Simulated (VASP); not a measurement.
Computed with r2SCAN meta-GGA, VASP's PBE PAW potentials (set 64) (plane waves; VASP).

A VASP calculation is set up with these files.

File KPOINTS_OPT:
```
k-points along high-symmetry lines
10
Line-mode
Reciprocal
  0.000000   0.000000   0.000000 ! GAMMA
  0.500000   0.000000   0.500000 ! X

  0.500000   0.000000   0.500000 ! X
  0.625000   0.250000   0.625000 ! U

  0.375000   0.375000   0.750000 ! K
  0.000000   0.000000   0.000000 ! GAMMA

  0.000000   0.000000   0.000000 ! GAMMA
  0.500000   0.500000   0.500000 ! L

  0.500000   0.500000   0.500000 ! L
  0.500000   0.250000   0.750000 ! W

  0.500000   0.250000   0.750000 ! W
  0.500000   0.000000   0.500000 ! X
```

**KPOINTS**
```
Automatic
0
Gamma
  14 14 14
0 0 0
```

### POSCAR
```
C
2.5195590
  0.0000000000   0.7071068808   0.7071068808
  0.7071068808   0.0000000000   0.7071068808
  0.7071068808   0.7071068808   0.0000000000
C
2
Direct
  0.5000000000   0.5000000000   0.5000000000
  0.7500000000   0.7500000000   0.7500000000
```

### INCAR
```
SYSTEM = C
PREC = Accurate
ENCUT = 520
EDIFF = 1E-7
NELM = 100
ALGO = Normal
LREAL = .FALSE.
LASPH = .TRUE.
ISMEAR = -5
METAGGA = R2SCAN
LMIXTAU = .TRUE.
LWAVE = .FALSE.
LCHARG = .FALSE.
LORBIT = 11
NEDOS = 601
ISIF = 2
```

POTCAR, in this order: C (PBE.64 set). Program: vasp_std.

**Question.** What does the run give for the energy per atom (σ→0), band gap (over mesh and band path)?

**Answer.** 
```json
{
  "energy per atom (σ→0)": "-9.829 eV/atom",
  "band gap (over mesh and band path)": "4.33 eV"
}
```

OSZICAR:
```
...
DAV:  13    -0.196573902778E+02   -0.36782E-04   -0.11451E-05  2360   0.465E-02    0.163E-02
DAV:  14    -0.196573920655E+02   -0.17877E-05   -0.10653E-06  1680   0.121E-02    0.232E-02
DAV:  15    -0.196573914797E+02    0.58582E-06   -0.11144E-06  2040   0.119E-02    0.323E-03
DAV:  16    -0.196573916993E+02   -0.21960E-06   -0.76076E-08  1144   0.312E-03    0.315E-04
DAV:  17    -0.196573918203E+02   -0.12104E-06   -0.66280E-09   832   0.115E-03    0.256E-04
DAV:  18    -0.196573918367E+02   -0.16397E-07   -0.42583E-09   832   0.794E-04
   1 F= -.19657392E+02 E0= -.19657392E+02  d E =0.000000E+00
       N       E                     dE             ncg
```

The structure comes from a computed database's C entry (Fd-3m); how it stands against other phases isn't given here. It was relaxed first.
